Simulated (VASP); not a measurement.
```xyz
2
Lattice="2.8142 0.0000 0.0000 0.0000 2.8142 0.0000 0.0000 0.0000 2.8142" Properties=species:S:1:pos:R:3 pbc="T T T"
Ga     1.4071     1.4071     1.4071
Co     0.0000     0.0000     0.0000
```

Method: vdW-DF-cx, VASP's PBE PAW potentials (set 64) (plane waves; VASP). Run with 520 eV cut-off, 13×13×13 Γ-centred mesh, first-order Methfessel-Paxton smearing of 0.10 eV, potentials Ga_d Co.

Problem. Give the stress tensor in GPa (positive for a compressed cell).

Solution. 
```
6.49  0.00  0.00
0.00  6.49  0.00
0.00  0.00  6.49
```
The pressure is its mean diagonal, 6.49 GPa.

The compound is CoGa in the CsCl type structure. This cell is one point of a volume scan, at 0.97 of the reference volume. The run is not spin-polarised, so no magnetic state was tried.
